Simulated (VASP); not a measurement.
# TaTlO3 (Pm-3m) in VASP: single point with LDA

Aim: the single point of TaTlO3 with LDA.

Everything below comes from runs of VASP 6.6.1. Logs are shortened: lines on timing, memory, paths and dates and some standing lists are left out, and cuts for length are marked.

## Step 1: The crystal as given

It takes space group Pm-3m (No. 221, cubic). The conventional cell has a = 4.083 Å, b = 4.083 Å, c = 4.083 Å, α = 90.00°, β = 90.00°, γ = 90.00°. Ta (site symmetry m-3m) has 6 O at 2.04 Å as nearest neighbours. Tl (site symmetry m-3m) has 12 O at 2.89 Å as nearest neighbours. O (site symmetry 4/mmm) is surrounded by 2 Ta at 2.04 Å.

The cell comes from a database or a generator and needn't be the stable form of this composition.

## Step 2: Single point, LDA

Contents of INCAR:

```
SYSTEM = TaTlO3
  ALGO = Normal
  EDIFF = 1E-6
  ENCUT = 520
  GGA = CA
  ISIF = 2
  ISMEAR = 0
  LASPH = .TRUE.
  LCHARG = .FALSE.
  LREAL = .FALSE.
  LWAVE = .FALSE.
  NBANDS = 29
  NELM = 100
  PREC = Accurate
  SIGMA = 0.05
```

Contents of KPOINTS:

```
k-points
0
G
  8 8 8
  0 0 0
```

Contents of POSCAR:

```
TaTlO3
1.0
    4.0828480000      0.0000000000      0.0000000000
    0.0000000000      4.0828480000      0.0000000000
    0.0000000000      0.0000000000      4.0828480000
Ta Tl O
1 1 3
Direct
    0.5000000000      0.5000000000      0.5000000000
    0.0000000000      0.0000000000      0.0000000000
    0.5000000000      0.5000000000      0.0000000000
    0.5000000000      0.0000000000      0.5000000000
    0.0000000000      0.5000000000      0.5000000000
```

Potentials or basis: VASP PAW LDA potentials, release 64 (Ta_pv, Tl_d, O).

Run with:

```sh
$ cat potpaw_LDA.64/Ta_pv/POTCAR potpaw_LDA.64/Tl_d/POTCAR potpaw_LDA.64/O/POTCAR > POTCAR
$ mpirun -np 1 vasp_std > vasp.out
```

OUTCAR:

```text
SYSTEM = TaTlO3
   EDIFF = 1E-6
   ENCUT = 520
   GGA = CA
   ISIF = 2
   ISMEAR = 0
   LASPH = .TRUE.
   LREAL = .FALSE.
   NELM = 100
   PREC = Accurate

 ion  position               nearest neighbor table
   1  0.500  0.500  0.500-   3 2.04   4 2.04   5 2.04   3 2.04   4 2.04   5 2.04   2 3.54   2 3.54
                             2 3.54   2 3.54   2 3.54   2 3.54   2 3.54   2 3.54
   2  0.000  0.000  0.000-   3 2.89   4 2.89   5 2.89   4 2.89   5 2.89   3 2.89   5 2.89   5 2.89
                             3 2.89   4 2.89   4 2.89   3 2.89   1 3.54   1 3.54   1 3.54   1 3.54
   3  0.500  0.500  0.000-   1 2.04   1 2.04   2 2.89   2 2.89   2 2.89   2 2.89
   4  0.500  0.000  0.500-   1 2.04   1 2.04   2 2.89   2 2.89   2 2.89   2 2.89
   5  0.000  0.500  0.500-   1 2.04   1 2.04   2 2.89   2 2.89   2 2.89   2 2.89

  LATTYP: Found a simple cubic cell.
 ALAT       =     4.0828480000

  Lattice vectors:

 A1 = (   4.0828480000,   0.0000000000,   0.0000000000)
 A2 = (   0.0000000000,   4.0828480000,   0.0000000000)
 A3 = (   0.0000000000,   0.0000000000,   4.0828480000)

Analysis of symmetry for initial positions (statically):
=====================================================================
 Subroutine PRICEL returns:
 Original cell was already a primitive cell.

 Routine SETGRP: Setting up the symmetry group for a
 simple cubic supercell.

 Subroutine GETGRP returns: Found 48 space group operations
 (whereof 48 operations were pure point group operations)
 out of a pool of 48 trial point group operations.

The static configuration has the point symmetry O_h .

Analysis of symmetry for dynamics (positions and initial velocities):
=====================================================================
 Subroutine PRICEL returns:
 Original cell was already a primitive cell.

 Routine SETGRP: Setting up the symmetry group for a
 simple cubic supercell.

 Subroutine GETGRP returns: Found 48 space group operations
 (whereof 48 operations were pure point group operations)
 out of a pool of 48 trial point group operations.

The dynamic configuration has the point symmetry O_h .

 Subroutine INISYM returns: Found 48 space group operations
 (whereof 48 operations are pure point group operations),
 and found     1 'primitive' translations

----------------------------------------------------------------------------------------

                                     Primitive cell

[... 92 lines left out ...]
   LSORBIT =      F    spin-orbit coupling
   LASPH  =      T    aspherical Exc in radial PAW
   ENCUT  =  520.0 eV  38.22 Ry    6.18 a.u.   7.59  7.59  7.59*2*pi/ulx,y,z
   NELM   =    100;   NELMIN=  2; NELMDL= -5     # of ELM steps
   EDIFF  = 0.1E-05   stopping-criterion for ELM
   LREAL  =      F    real-space projection
   EDIFFG = 0.1E-04   stopping-criterion for IOM
   NSW    =      0    number of steps for IOM
   IBRION =     -1    ionic relax: 0-MD 1-quasi-New 2-CG
   NFREE  =      0    steps in history (QN), initial steepest desc. (CG)
   ISIF   =      2    stress and relaxation
   ISYM   =      2    0-nonsym 1-usesym 2-fastsym
   POTIM  = 0.5000    time-step for ionic-motion
   TEBEG  =    0.0;   TEEND  =   0.0 temperature during run
   PSTRESS=    0.0 pullay stress
   NELECT =      42.0000    total number of electrons
   NUPDOWN=      -1.0000    fix difference up-down
   EMIN   =  10.00;   EMAX   =-10.00  energy-range for DOS
   EFERMI =   0.00;   METHOD = LEGACY
   ISMEAR =     0;   SIGMA  =   0.05  broadening in eV -4-tet -1-fermi 0-gaus
   EFERMI_NEDOS =   21; number of points for ismear=-14 and -15
   IALGO  =     38    algorithm
   IMIX   =      4    mixing-type and parameters
     AMIX     =   0.40;   BMIX     =  1.00
     AMIX_MAG =   1.60;   BMIX_MAG =  1.00
  volume/ion in A,a.u.               =      13.61        91.86
  Fermi-wavevector in a.u.,A,eV,Ry     =   1.393782  2.633865 26.431046  1.942627
  Thomas-Fermi vector in A             =   2.517394
   LORBIT       =      0    0 simple, 1 ext, 2 COOP (PROOUT), +10 PAW based schemes
   GGA     = CA    functional components
   LHFCALC =     F    Hartree Fock is set to
   AEXX    =    0.0000 exact exchange contribution
   IVDW    =     0    specifies the selected vdW correction
   LEPSILON=     F    determine dielectric tensor
   LRPA    =     F    only Hartree local field effects (RPA)
 non-spin polarized calculation
 Gauss-broadening in eV      SIGMA  =   0.05
  energy-cutoff  :      520.00
  volume of cell :       68.06
 maximum number of plane-waves:      1856
   NGX = 15   NGY = 15   NGZ = 15

 number of electron      41.9999976 magnetization

 Free energy of the ion-electron system (eV)
  ---------------------------------------------------
  ext. energy  EPLUGINS =         0.00000000
  ---------------------------------------------------
  free energy    TOTEN  =       -43.94708760 eV

  energy without entropy =      -43.94708760  energy(sigma->0) =      -43.94708760

 E-fermi :   4.9799     XC(G=0): -11.7329

 val. band max:        4.6581748173   @ k =   0.5000   0.0000   0.0000
 cond. band min:       5.2645313876   @ k =   0.5000   0.0000   0.0000
 fundamental gap:      0.6063565702
 Fermi energy:         4.9798784173

 k-point     1 :       0.0000    0.0000    0.0000
  band No.  band energies     occupation
      1     -30.9140      2.00000
      2     -30.9140      2.00000
      3     -30.9140      2.00000
      4     -13.9348      2.00000
      5     -13.0623      2.00000
      6     -13.0623      2.00000
[... 757 lines left out ...]
     28      10.9318      0.00000
     29      14.3060      0.00000

 [... further k-points ...]
[... 5 lines left out ...]
  --------------------------------------------------------------------------------------
  -------------------------------------------------------------------------------------
  Total       -4.5928886     -4.5928886     -4.5928886      0.0000000      0.0000000      0.0000000
  in kB     -108.1202055   -108.1202055   -108.1202055      0.0000000      0.0000000      0.0000000
  external PRESSURE =    -108.1202055 kB  Pullay stress =       0.0000000 kB

 VOLUME and BASIS-vectors are now :
 -----------------------------------------------------------------------------
  energy-cutoff  :      520.00
  volume of cell :       68.06
      direct lattice vectors                 reciprocal lattice vectors
     4.082848000  0.000000000  0.000000000     0.244927071  0.000000000  0.000000000
     0.000000000  4.082848000  0.000000000     0.000000000  0.244927071  0.000000000
     0.000000000  0.000000000  4.082848000     0.000000000  0.000000000  0.244927071

 POSITION                                       TOTAL-FORCE (eV/Angst)
 -----------------------------------------------------------------------------------
      2.04142      2.04142      2.04142         0.000000      0.000000      0.000000
      0.00000      0.00000      0.00000         0.000000      0.000000      0.000000
      2.04142      2.04142      0.00000         0.000000      0.000000      0.000000
      2.04142      0.00000      2.04142         0.000000      0.000000      0.000000
      0.00000      2.04142      2.04142         0.000000      0.000000      0.000000
 -----------------------------------------------------------------------------------
    total drift:                                0.000000      0.000000     -0.000000

  FREE ENERGIE OF THE ION-ELECTRON SYSTEM (eV)
  ---------------------------------------------------
  free  energy   TOTEN  =       -43.9470876000 eV

  energy  without entropy=      -43.9470876000  energy(sigma->0) =      -43.94708760
```

stdout:

```text
POSCAR found type information on POSCAR TaTlO
 POSCAR found :  3 types and       5 ions
 scaLAPACK will be used
 LDA part: xc-table for (Slater(with rela. corr.)+CA(PZ))
 , standard interpolation
 POSCAR, INCAR and KPOINTS ok, starting setup
 FFT: planning ... GRIDC
 FFT: planning ... GRID_SOFT
 FFT: planning ... GRID
 WAVECAR not read
 entering main loop
```

It took 40 s on 1 thread of Intel Xeon Platinum 8488C (Sapphire Rapids), shared host; peak memory 0.19 GiB.

Results:

* Free energy: -43.9471 eV
* Pressure: -10.8 GPa
* Band gap on the k mesh: 0.61 eV, direct

Levels at points of the mesh, in eV from the valence-band top:
```tsv
k point	band 17	band 18	band 19	band 20	band 21	band 22	band 23	band 24	band 25	band 26
(0.00, 0.00, 0.00)	-2.45	-2.45	-2.26	-2.26	-2.26	0.63	0.63	0.63	4.61	4.61
(0.50, 0.00, 0.00)	-3.51	-2.49	-2.14	-2.14	0.00	0.61	3.06	3.07	3.07	4.64
(0.50, 0.50, 0.00)	-3.53	-3.53	-3.18	-1.40	-0.91	3.13	3.13	4.39	5.05	5.05
(0.50, 0.50, 0.50)	-6.10	-3.25	-1.45	-1.45	-1.45	4.29	4.29	4.29	6.66	6.66
```

Caveat: spin-orbit coupling is left out, which as a rule narrows the gap of such compounds by several tenths of an eV. As with any semilocal functional, this LDA gap is likely too small.
